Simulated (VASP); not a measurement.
Runs of VASP 6.6.1 on OCH4. The cell holds a molecule in a box, 6 atoms: a = 12.772 Å, b = 13.272 Å, c = 13.772 Å, α = 90.00°, β = 90.00°, γ = 90.00°. 

| level | cutoff (eV) | gap on the mesh (eV) | largest force (eV/Å) |
| --- | --- | --- | --- |
| r2SCAN+rVV10 | 400 | 6.42 | 0.38 |
| PBE+D4 | 400 | 5.57 | (b) |
| optB86b-vdW | 400 | (a) | 0.07 |
| RPBE+D3(BJ) | 400 | 5.47 | 0.28 |
| PBE+D3(BJ) | 520 | 5.57 | 0.10 |

Alike in all rows: task single point; potentials or basis VASP PAW PBE potentials, release 64 (O, C, H); no spin polarisation; cell as given; k mesh 1 × 1 × 1; smearing gaussian 0.01 eV.

**Question.** Estimate the missing entries.

**Answer.** (a) 5.38; (b) 0.04.

Caveats: the PAW data sets were made with another functional, which shifts forces and pressure a little (some runs).

